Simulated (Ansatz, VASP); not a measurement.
# Si2Ni: VASP beside Ansatz, part 2 of 2

Wanted: the spread between two codes on one cell, functional and k mesh. The cell is taken from a series of runs on this material, whose earlier steps may have relaxed, scaled, displaced or heated it; both programs get it as it stands.

VASP 6.6.1 and Ansatz 0.2.0.

So far: Set-up; Ansatz: zone-centre phonons, LDA.

## (3) VASP: zone-centre phonons, LDA

Level of this step: LDA, no spin polarisation; plane waves and PAW (Si, Ni) (VASP).

The same cell, functional (in two slightly different forms), mesh and smearing now go to VASP, with its own data sets.

Lines of VASP's logs that name or quote its potential files are left out, and so is its time.

Contents of INCAR:

```
SYSTEM = Si2Ni
PREC = Accurate
ENCUT = 600
EDIFF = 1E-08
NELM = 120
ISMEAR = 1
SIGMA = 0.2
LREAL = .FALSE.
ALGO = Normal
GGA = PW92
NBANDS = 15
LASPH = .TRUE.
LORBIT = 11
LWAVE = .FALSE.
LCHARG = .FALSE.
ISIF = 2
IBRION = 8
GGA_COMPAT = .FALSE.
KPAR = 2
```

Contents of POSCAR:

```
Si2Ni
1.0
    0.0000000000      2.6658581341      2.6658581341
    2.6658581341      0.0000000000      2.6658581341
    2.6658581341      2.6658581341      0.0000000000
Si Ni
2 1
Direct
    0.2500000000      0.2500000000      0.2500000000
    0.7500000000      0.7500000000      0.7500000000
    0.0000000000      0.0000000000      0.0000000000
```

Contents of KPOINTS:

```
Automatic mesh
0
Gamma
16 16 16
0 0 0
```

Potentials, in the order of the species: Si and Ni (LDA family, release 64).

The run is started by

```
mpirun -np 2 vasp_std
```

Numbers of over 12 decimals in the logs are rounded to 6 here.

What it wrote:

```text
[banner, memory and clock lines left out]
running    2 mpi-ranks, on    1 nodes
 distrk:  each k-point on    1 cores,    2 groups
 distr:  one band on    1 cores,    1 groups

 POSCAR found type information on POSCAR SiNi
 POSCAR found :  2 types and       3 ions
|                                                                             |
|               ----> ADVICE to this user running VASP <----                  |
|                                                                             |
|     You enforced a specific xc type in the INCAR file but a different       |
|     [... a line on the potential file left out ...]
|     I HOPE YOU KNOW WHAT YOU ARE DOING!                                     |
|                                                                             |

 LDA part: xc-table for (Slater(with rela. corr.)+PW92), standard interpolation
 POSCAR, INCAR and KPOINTS ok, starting setup
 FFT: planning ... GRIDC
 FFT: planning ... GRID_SOFT
 FFT: planning ... GRID
 WAVECAR not read
 entering main loop
       N       E                     dE             d eps       ncg     rms          rms(c)
DAV:   1     0.721239682045E+02    0.72124E+02   -0.85875E+03  4350   0.139E+03
DAV:   2    -0.176576420369E+02   -0.89782E+02   -0.83109E+02  4623   0.248E+02
DAV:   3    -0.218775049264E+02   -0.42199E+01   -0.41202E+01  5632   0.575E+01
DAV:   4    -0.219602205499E+02   -0.82716E-01   -0.82437E-01  5211   0.736E+00
DAV:   5    -0.219623760821E+02   -0.21555E-02   -0.21552E-02  5782   0.129E+00    0.165E+01
DAV:   6    -0.258184765833E+02   -0.38561E+01   -0.39891E+01  4825   0.156E+02    0.230E+01
DAV:   7    -0.199874539793E+02    0.58310E+01   -0.12361E+01  5493   0.996E+01    0.356E+00
DAV:   8    -0.199536115064E+02    0.33842E-01   -0.16352E+00  6483   0.198E+01    0.284E+00
DAV:   9    -0.198899241958E+02    0.63687E-01   -0.26753E-01  5368   0.107E+01    0.571E-01
DAV:  10    -0.198888006847E+02    0.11235E-02   -0.93752E-03  6265   0.166E+00    0.280E-01
DAV:  11    -0.198885635779E+02    0.23711E-03   -0.65147E-04  6841   0.288E-01    0.531E-02
DAV:  12    -0.198885717961E+02   -0.82182E-05   -0.28957E-05  5630   0.671E-02    0.241E-02
DAV:  13    -0.198885670268E+02    0.47692E-05   -0.13019E-05  5859   0.983E-02    0.434E-03
DAV:  14    -0.198885671715E+02   -0.14469E-06   -0.13828E-06  4896   0.844E-03    0.275E-03
DAV:  15    -0.198885670610E+02    0.11057E-06   -0.20616E-07  6077   0.108E-02    0.366E-04
DAV:  16    -0.198885670628E+02   -0.18183E-08   -0.27270E-08  4233   0.114E-03
   1 F= -.19888567E+02 E0= -.19888484E+02  d E =-.249655E-03
 Linear response reoptimize wavefunctions to high precision
DAV:   1    -0.198885670628E+02   -0.22965E-10   -0.23497E-10  3463   0.250E-04
 Linear response DOF=           2
 Linear response progress:
  Degree of freedom:   1/  2
       N       E                     dE             d eps       ncg     rms          rms(c)
RMM:   1    -0.209311487518E-01   -0.20931E-01    0.28070E-02 46270   0.128E+00
RMM:   2    -0.181434146752E-01    0.27877E-02   -0.10534E-03 27943   0.562E-01    0.997E-02
RMM:   3    -0.183501895404E-01   -0.20677E-03   -0.51970E-04 31424   0.163E-01    0.529E-02
RMM:   4    -0.185168025461E-01   -0.16661E-03   -0.76508E-05 29258   0.633E-02    0.860E-03
RMM:   5    -0.185079941081E-01    0.88084E-05   -0.42875E-06 32538   0.176E-02    0.498E-03
RMM:   6    -0.184930009738E-01    0.14993E-04   -0.94637E-07 32995   0.647E-03    0.862E-04
RMM:   7    -0.184992793112E-01   -0.62783E-05   -0.44484E-07 31085   0.262E-03    0.594E-04
RMM:   8    -0.185000175735E-01   -0.73826E-06    0.66488E-08 31808   0.117E-03    0.425E-04
RMM:   9    -0.184986512136E-01    0.13664E-05    0.78339E-08 30952   0.508E-04    0.624E-05
RMM:  10    -0.184987359906E-01   -0.84777E-07   -0.25270E-08 33737   0.145E-04    0.163E-05
RMM:  11    -0.184987423957E-01   -0.64051E-08   -0.86738E-09 34208   0.450E-05    0.561E-06
 first order change of Fermi-energy  -0.30353E-05
 force on displaced ion       1 direction 1 :  -8.726  -0.000  -0.000
 Linear response progress:
  Degree of freedom:   2/  2
       N       E                     dE             d eps       ncg     rms          rms(c)
RMM:   1    -0.193537898365E+00   -0.19354E+00   -0.10957E-01 16391   0.259E+00
RMM:   2    -0.189627665698E+00    0.39102E-02   -0.25384E-03 14784   0.651E-01    0.206E-01
RMM:   3    -0.189422132139E+00    0.20553E-03   -0.39067E-04 16599   0.152E-01    0.121E-01
RMM:   4    -0.189973119405E+00   -0.55099E-03   -0.38178E-04 17611   0.137E-01    0.785E-03
RMM:   5    -0.189939198230E+00    0.33921E-04   -0.78019E-06 17983   0.272E-02    0.504E-03
RMM:   6    -0.189936430697E+00    0.27675E-05   -0.71726E-07 16134   0.971E-03    0.382E-03
RMM:   7    -0.189929031530E+00    0.73992E-05   -0.28646E-07 17556   0.589E-03    0.713E-04
RMM:   8    -0.189923728344E+00    0.53032E-05   -0.24568E-08 18649   0.128E-03    0.290E-04
RMM:   9    -0.189921669420E+00    0.20589E-05   -0.21304E-09 18054   0.389E-04    0.442E-05
RMM:  10    -0.189921510761E+00    0.15866E-06   -0.65929E-10 18771   0.131E-04    0.203E-05
RMM:  11    -0.189921474152E+00    0.36609E-07    0.41661E-10 19358   0.506E-05    0.717E-06
RMM:  12    -0.189921399354E+00    0.74798E-07   -0.16341E-10 19219   0.245E-05    0.194E-06
RMM:  13    -0.189921424839E+00   -0.25485E-07   -0.48438E-10 18918   0.172E-05    0.487E-07
RMM:  14    -0.189921426761E+00   -0.19218E-08   -0.60686E-10 15767   0.144E-05    0.136E-07
 first order change of Fermi-energy  -0.39108E-03
 force on displaced ion       3 direction 1 : -11.020   0.000   0.000
 Linear response finished
```

OUTCAR, selected parts (step 3):

```text
ion  position               nearest neighbor table
   1  0.250  0.250  0.250-   3 2.31   3 2.31   3 2.31   3 2.31   2 2.67   2 2.67   2 2.67   2 2.67
                             2 2.67   2 2.67
   2  0.750  0.750  0.750-   3 2.31   3 2.31   3 2.31   3 2.31   1 2.67   1 2.67   1 2.67   1 2.67
                             1 2.67   1 2.67
   3  0.000  0.000  0.000-   2 2.31   2 2.31   2 2.31   1 2.31   2 2.31   1 2.31   1 2.31   1 2.31

  LATTYP: Found a face centered cubic cell.
 ALAT       =     5.3317162682

 Subroutine GETGRP returns: Found 48 space group operations
 (whereof 48 operations were pure point group operations)

The static configuration has the point symmetry O_h .

 Found    145 irreducible k-points:

   k-points           NKPTS =    145   k-points in BZ     NKDIM =    145   number of bands    NBANDS=     15

   dimension x,y,z NGX =    30 NGY =   30 NGZ =   30
   dimension x,y,z NGXF=    60 NGYF=   60 NGZF=   60

   ENCUT  =  600.0 eV  44.10 Ry    6.64 a.u.   7.53  7.53  7.53*2*pi/ulx,y,z

   NELECT =      18.0000    total number of electrons

 k-points in reciprocal lattice and weights: Automatic mesh
   0.00000000  0.00000000  0.00000000       0.000
   0.06250000  0.00000000  0.00000000       0.002
   0.12500000  0.00000000  0.00000000       0.002
   0.18750000  0.00000000  0.00000000       0.002
   0.25000000  0.00000000  0.00000000       0.002
   0.31250000  0.00000000  0.00000000       0.002
   0.37500000  0.00000000  0.00000000       0.002
   0.43750000  0.00000000  0.00000000       0.002
   0.50000000  0.00000000  0.00000000       0.001
[...]
-0.31250000  0.50000000  0.18750000       0.003
  -0.25000000  0.50000000  0.25000000       0.001

 average (electrostatic) potential at core
       1 -80.8874       2 -80.8874       3 -81.7671

  Total        0.4202678      0.4202678      0.4202678     -0.0000000     -0.0000000     -0.0000000
  in kB       17.7703339     17.7703339     17.7703339     -0.0000000     -0.0000000     -0.0000000
  external PRESSURE =      17.7703339 kB  Pullay stress =       0.0000000 kB

  energy-cutoff  :      600.00
  volume of cell :       37.89
      direct lattice vectors                 reciprocal lattice vectors
     0.000000000  2.665858134  2.665858134    -0.187556867  0.187556867  0.187556867
     2.665858134  0.000000000  2.665858134     0.187556867 -0.187556867  0.187556867
     2.665858134  2.665858134  0.000000000     0.187556867  0.187556867 -0.187556867

 POSITION                                       TOTAL-FORCE (eV/Angst)
 -----------------------------------------------------------------------------------
      1.33293      1.33293      1.33293         0.000000     -0.000000     -0.000000
      3.99879      3.99879      3.99879        -0.000000     -0.000000      0.000000
      0.00000      0.00000      0.00000        -0.000000      0.000000      0.000000
 -----------------------------------------------------------------------------------
    total drift:                                0.000000     -0.000000     -0.000000

 Eigenvectors and eigenvalues of the dynamical matrix
 ----------------------------------------------------

   1 f  =   10.203720 THz    64.111863 2PiTHz  340.359462 cm-1    42.199176 meV
             X         Y         Z           dx          dy          dz
      1.332929  1.332929  1.332929     0.009748   -0.681664    0.187722
      3.998787  3.998787  3.998787    -0.009748    0.681664   -0.187722
      0.000000  0.000000  0.000000    -0.000000   -0.000000    0.000000

   2 f  =   10.203720 THz    64.111863 2PiTHz  340.359462 cm-1    42.199176 meV
             X         Y         Z           dx          dy          dz
      1.332929  1.332929  1.332929     0.074558   -0.185702   -0.678200
      3.998787  3.998787  3.998787    -0.074558    0.185702    0.678200
      0.000000  0.000000  0.000000     0.000000    0.000000    0.000000

   3 f  =   10.203720 THz    64.111863 2PiTHz  340.359462 cm-1    42.199176 meV
             X         Y         Z           dx          dy          dz
      1.332929  1.332929  1.332929    -0.703097   -0.029143   -0.069316
      3.998787  3.998787  3.998787     0.703097    0.029143    0.069316
      0.000000  0.000000  0.000000     0.000000    0.000000    0.000000

   4 f  =    9.677437 THz    60.805132 2PiTHz  322.804564 cm-1    40.022647 meV
             X         Y         Z           dx          dy          dz
      1.332929  1.332929  1.332929     0.402608   -0.304804   -0.000000
      3.998787  3.998787  3.998787     0.402608   -0.304804    0.000000
      0.000000  0.000000  0.000000    -0.558101    0.422523    0.000000

   5 f  =    9.677437 THz    60.805132 2PiTHz  322.804564 cm-1    40.022647 meV
             X         Y         Z           dx          dy          dz
      1.332929  1.332929  1.332929     0.304804    0.402608   -0.000000
      3.998787  3.998787  3.998787     0.304804    0.402608    0.000000
      0.000000  0.000000  0.000000    -0.422523   -0.558101    0.000000

   6 f  =    9.677437 THz    60.805132 2PiTHz  322.804564 cm-1    40.022647 meV
             X         Y         Z           dx          dy          dz
      1.332929  1.332929  1.332929     0.000000    0.000000    0.504974
      3.998787  3.998787  3.998787     0.000000    0.000000    0.504974
      0.000000  0.000000  0.000000     0.000000    0.000000   -0.700002

   7 f/i=    0.009412 THz     0.059136 2PiTHz    0.313942 cm-1     0.038924 meV
             X         Y         Z           dx          dy          dz
      1.332929  1.332929  1.332929     0.485690   -0.095430    0.000000
      3.998787  3.998787  3.998787     0.485690   -0.095430   -0.000000
      0.000000  0.000000  0.000000     0.700743   -0.137685    0.000000

   8 f/i=    0.009412 THz     0.059136 2PiTHz    0.313942 cm-1     0.038924 meV
             X         Y         Z           dx          dy          dz
      1.332929  1.332929  1.332929     0.000000    0.000000   -0.494976
      3.998787  3.998787  3.998787     0.000000    0.000000   -0.494976
      0.000000  0.000000  0.000000     0.000000    0.000000   -0.714141

   9 f/i=    0.009412 THz     0.059136 2PiTHz    0.313942 cm-1     0.038924 meV
             X         Y         Z           dx          dy          dz
      1.332929  1.332929  1.332929    -0.095430   -0.485690   -0.000000
      3.998787  3.998787  3.998787    -0.095430   -0.485690   -0.000000
      0.000000  0.000000  0.000000    -0.137685   -0.700743    0.000000

 ELASTIC MODULI CONTR FROM IONIC RELAXATION (kBar)
 Direction    XX          YY          ZZ          XY          YZ          ZX
 --------------------------------------------------------------------------------
 XX          -0.0000     -0.0000     -0.0000      0.0000      0.0000      0.0000
 YY          -0.0000     -0.0000     -0.0000      0.0000      0.0000      0.0000
 ZZ          -0.0000     -0.0000     -0.0000      0.0000      0.0000      0.0000
 XY           0.0000      0.0000      0.0000   -409.0030      0.0000     -0.0000
 YZ           0.0000      0.0000      0.0000      0.0000   -409.0030      0.0000
 ZX           0.0000      0.0000      0.0000      0.0000      0.0000   -409.0030
 --------------------------------------------------------------------------------
```

This run has no spin polarisation, so a moment on Ni, if there is one, isn't seen.

## (4) Differences

Known differences besides the potentials themselves: the data sets hold 26 valence electrons in Ansatz (on its PAW soft_1 files) and 18 in VASP; the cutoff is 420 eV in Ansatz and 600 eV in VASP; VASP's log shows a relativistic correction to its local exchange, Ansatz's none. Total energies have different zeros and are not compared.

Both answers:

```
                  quantity  Ansatz   VASP  difference
optical mode 1 to 3 (cm⁻¹)   321.2  322.8     -0.49 %
optical mode 4 to 6 (cm⁻¹)   341.8  340.4     +0.43 %
```

Modes are paired by rising frequency, not by their patterns, so a pair may set unlike modes beside each other; they are those without the splitting of longitudinal modes.

## (5) Outcome

```
r.m.s. difference of the optical zone-centre modes, each program's sorted by frequency (zone-centre phonons, LDA) : 1.5 cm⁻¹
```

The r.m.s. difference of the optical zone-centre modes, each program's sorted by frequency is 1.5 cm⁻¹ (zone-centre phonons, LDA). The data sets hold unlike numbers of valence electrons (26 in Ansatz and 18 in VASP), so part of the differences comes from the potentials. Such differences can come from data sets, numerical settings and the points named under the comparisons, not from the functional's error against experiment.

[Lines on the potential files, build, host, timing and source positions are cut from VASP's logs without a mark.]

[Logs are printed without paths, hosts, clocks, repeated set-up lines and the standing remarks that a program may print on its own settings, such as how far it seeks lower states.]

[Hosts, paths, dates, database ids (printed as entryN), source tags and the programs' standing remarks are cut or masked in the printed files.]
